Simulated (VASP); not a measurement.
Data:

```
CELL_PARAMETERS angstrom
      1.81044    -3.13577     0.00000
      1.81044     3.13577     0.00000
      0.00000     0.00000     5.52522
ATOMIC_POSITIONS crystal
  Gd 0.33333 0.66667 0.25000
  Gd 0.66667 0.33333 0.75000
```

All values below come from r2SCAN meta-GGA, VASP's PBE PAW potentials (set 64) (plane waves; VASP). Numerical set-up: 520 eV cut-off, 11×11×7 Γ-centred mesh, first-order Methfessel-Paxton smearing of 0.10 eV, potentials Gd_3.

The 4f electrons are frozen in the core of the lanthanide potential, so 4f levels, which can set the real gap, and their magnetism are missing.

Problem. The ions and cell shape at fixed volume are relaxed. Give the cell that the relaxation ends in.

Solution. 
```
CELL_PARAMETERS angstrom
      1.79423    -3.10769     0.00000
      1.79423     3.10769     0.00000
      0.00000     0.00000     5.62553
ATOMIC_POSITIONS crystal
  Gd 0.33333 0.66667 0.25000
  Gd 0.66667 0.33333 0.75000
```
Space group P6_3/mmc (194), at a tolerance of 0.03 Å.

Problem. How much energy does the relaxation gain?

Solution. The energy (σ→0) changes by -3.8 meV/atom, in 3 ionic steps.

The compound is Gd in the hcp structure. This cell is one point of a volume scan, at 0.94 of the reference volume. Symmetry was kept, so distortions that lower it aren't found.
